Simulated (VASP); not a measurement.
Output of a VASP run:

File OSZICAR:
```
       N       E                     dE             d eps       ncg     rms          rms(c)
DAV:   1     0.349954093351E+03    0.34995E+03   -0.20596E+04  1440   0.199E+03
DAV:   2    -0.825603401893E+02   -0.43251E+03   -0.42592E+03  1520   0.504E+02
DAV:   3    -0.143232597890E+03   -0.60672E+02   -0.59973E+02  2008   0.199E+02
DAV:   4    -0.145236234800E+03   -0.20036E+01   -0.20025E+01  1584   0.407E+01
DAV:   5    -0.145305725018E+03   -0.69490E-01   -0.69484E-01  2088   0.727E+00    0.112E+01
DAV:   6    -0.132397785168E+03    0.12908E+02   -0.26075E+01  2400   0.637E+01    0.371E+00
DAV:   7    -0.128874710222E+03    0.35231E+01   -0.27275E+00  1464   0.125E+01    0.231E+00
DAV:   8    -0.133366057589E+03   -0.44913E+01   -0.13102E+00  1880   0.125E+01    0.569E-01
DAV:   9    -0.129266174817E+03    0.40999E+01   -0.59024E-01  1656   0.708E+00    0.406E-01
DAV:  10    -0.129401310468E+03   -0.13514E+00   -0.12705E-01  1720   0.325E+00    0.242E-01
DAV:  11    -0.129417532105E+03   -0.16222E-01   -0.93211E-02  1440   0.289E+00    0.167E-01
DAV:  12    -0.129498611632E+03   -0.81080E-01   -0.47594E-02  1640   0.194E+00    0.560E-02
DAV:  13    -0.129520855992E+03   -0.22244E-01   -0.71174E-03  1592   0.750E-01    0.371E-02
DAV:  14    -0.129522910722E+03   -0.20547E-02   -0.16487E-03  1888   0.439E-01    0.204E-02
DAV:  15    -0.129523190612E+03   -0.27989E-03   -0.32382E-04  1624   0.171E-01    0.132E-02
DAV:  16    -0.129522975398E+03    0.21521E-03   -0.88928E-05  1960   0.974E-02    0.916E-03
DAV:  17    -0.129523213180E+03   -0.23778E-03   -0.21462E-04  1472   0.139E-01    0.307E-03
DAV:  18    -0.129523243443E+03   -0.30262E-04   -0.10149E-05  1760   0.287E-02    0.352E-03
DAV:  19    -0.129523254106E+03   -0.10664E-04   -0.52175E-06  1720   0.237E-02    0.145E-03
DAV:  20    -0.129523256660E+03   -0.25533E-05   -0.23418E-06  1776   0.162E-02    0.118E-03
DAV:  21    -0.129523257080E+03   -0.42007E-06   -0.22089E-07  1336   0.593E-03    0.849E-04
DAV:  22    -0.129523257102E+03   -0.22485E-07   -0.83409E-08  1144   0.360E-03
   1 F= -.12952326E+03 E0= -.12952326E+03  d E =0.000000E+00
       N       E                     dE             ncg
       N       E                     dE             ncg
```

OUTCAR:
```
------------------------ aborting loop because EDIFF is reached ----------------------------------------
  FORCE on cell =-STRESS in cart. coord.  units (eV):
  Direction    XX          YY          ZZ          XY          YZ          ZX
  --------------------------------------------------------------------------------------
  Total        0.0070625      0.0070625     -0.0022280      0.0000000      0.0000000      0.0000000
  in kB        0.1345109      0.1345109     -0.0424328      0.0000000      0.0000000      0.0000000
  external PRESSURE =       0.0755297 kB  Pullay stress =       0.0000000 kB
  volume of cell :       84.12
      direct lattice vectors                 reciprocal lattice vectors
     3.997236441  0.000000000  0.000000000     0.250172842  0.000000000  0.000000000
     0.000000000  3.997236441  0.000000000     0.000000000  0.250172842  0.000000000
     0.000000000  0.000000000  5.264956437     0.000000000  0.000000000  0.189935095
 POSITION                                       TOTAL-FORCE (eV/Angst)
 -----------------------------------------------------------------------------------
      1.99862      0.00000      4.07504         0.000000      0.000000      0.006850
      0.00000      1.99862      1.18991        -0.000000     -0.000000     -0.006850
      1.99862      1.99862      0.00000         0.000000     -0.000000      0.000000
      0.00000      0.00000      0.00000         0.000000      0.000000      0.000000
 -----------------------------------------------------------------------------------
    total drift:                                0.000000      0.000000      0.000000
  FREE ENERGIE OF THE ION-ELECTRON SYSTEM (eV)
  ---------------------------------------------------
  free  energy   TOTEN  =      -129.5232571022 eV

  energy  without entropy=     -129.5232571022  energy(sigma->0) =     -129.52325710

 total charge

# of ion       s       p       d       tot
------------------------------------------
    1        1.361   0.610   9.869  11.840
    2        1.361   0.610   9.869  11.840
    3        1.580   3.419   0.000   4.999
    4        1.580   3.419   0.000   4.999
--------------------------------------------------
tot          5.882   8.057  19.738  33.677
```
(Selected blocks of OUTCAR.)

POSCAR:
```
PbO
1
    3.9972364413     0.0000000000     0.0000000000
    0.0000000000     3.9972364413    -0.0000000000
    0.0000000000     0.0000000000     5.2649564371
Pb O
2 2
Direct
  0.5000000000   1.0000000000   0.7739940137
  0.0000000000   0.5000000000   0.2260059863
  0.5000000000   0.5000000000   1.0000000000
  0.0000000000   0.0000000000   0.0000000000
```

**Question.** Reconstruct the remaining input files.

**Answer.** Several could match; the one computed here: the input of the run itself, r2SCAN meta-GGA, plane waves, VASP's PBE PAW potentials (set 64).

File KPOINTS_OPT:
```
k-points along high-symmetry lines
6
Line-mode
Reciprocal
  0.000000   0.000000   0.000000 ! GAMMA
  0.000000   0.500000   0.000000 ! X

  0.000000   0.500000   0.000000 ! X
  0.500000   0.500000   0.000000 ! M

  0.500000   0.500000   0.000000 ! M
  0.000000   0.000000   0.000000 ! GAMMA

  0.000000   0.000000   0.000000 ! GAMMA
  0.000000   0.000000   0.500000 ! Z

  0.000000   0.000000   0.500000 ! Z
  0.000000   0.500000   0.500000 ! R

  0.000000   0.500000   0.500000 ! R
  0.500000   0.500000   0.500000 ! A

  0.500000   0.500000   0.500000 ! A
  0.000000   0.000000   0.500000 ! Z

  0.000000   0.500000   0.000000 ! X
  0.000000   0.500000   0.500000 ! R

  0.500000   0.500000   0.000000 ! M
  0.500000   0.500000   0.500000 ! A
```

### INCAR
```
ALGO = Normal
EDIFF = 1E-7
ENCUT = 520
ISIF = 2
ISMEAR = -5
LASPH = .TRUE.
LCHARG = .FALSE.
LEFG = .TRUE.
LMAXMIX = 4
LMIXTAU = .TRUE.
LORBIT = 11
LREAL = .FALSE.
LWAVE = .FALSE.
METAGGA = R2SCAN
NEDOS = 601
NELM = 100
PREC = Accurate
SYSTEM = PbO
```

**KPOINTS**
```
Automatic mesh
0
Gamma
6 6 5
0 0 0
```

POTCAR, in this order: Pb_d O (PBE.64 set). Program: vasp_std.

The compound is PbO in the litharge structure. It was relaxed first, which changed the volume by +6 %.
